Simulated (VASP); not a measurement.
WSi₂ (MoSi2 type) is relaxed at rising pressure, each step from the one before. Symmetry mostly holds the structure type, and other phases were not tried. The mesh follows the cell, and a change of mesh leaves a small step in the series.

Given:

```yaml
crystal:
  lattice:
    - [-1.59377, 1.59377, 3.89131]
    - [1.59377, -1.59377, 3.89131]
    - [1.59377, 1.59377, -3.89131]
  atoms:
    - { symbol: Si, position: [0.66534, 0.66534, 0.00000] }
    - { symbol: Si, position: [0.33466, 0.33466, 0.00000] }
    - { symbol: W, position: [0.00000, 0.00000, 0.00000] }
```

Calculation: LDA (Ceperley-Alder, Perdew-Zunger), VASP's LDA PAW potentials (set 64) (plane waves; VASP 6.6.1). Run with 500 eV cut-off, 13×13×13 Γ-centred mesh, first-order Methfessel-Paxton smearing of 0.10 eV, potentials Si W_sv.

Unless said otherwise, spin-orbit coupling is left out, though it shifts the bands of the heavy elements here.

| P (GPa) | V (Å³/atom) | H − H(0) (eV/atom) | space group | gap on the mesh (eV) | k-mesh |
|---|---|---|---|---|---|
| 0 | 13.18 | 0.000 | I4/mmm | 0.00 | 13×13×13 |
| 5 | … | … | I4/mmm | 0.00 | 13×13×13 |
| 10 | 12.68 | 0.807 | I4/mmm | 0.00 | 14×14×14 |
| 20 | 12.28 | 1.586 | I4/mmm | 0.00 | 14×14×14 |
| 30 | … | … | I4/mmm | 0.00 | 14×14×14 |
| 45 | 11.47 | 3.435 | I4/mmm | 0.00 | 14×14×14 |

Problem. Some entries are withheld; supply them.

Solution. 
- 5, V (Å³/atom): 12.92
- 5, H − H(0) (eV/atom): 0.407
- 30, V (Å³/atom): 11.92
- 30, H − H(0) (eV/atom): 2.341

Pressures at which the relaxation failed are left out.

The compound is WSi2 in the MoSi2 type structure.
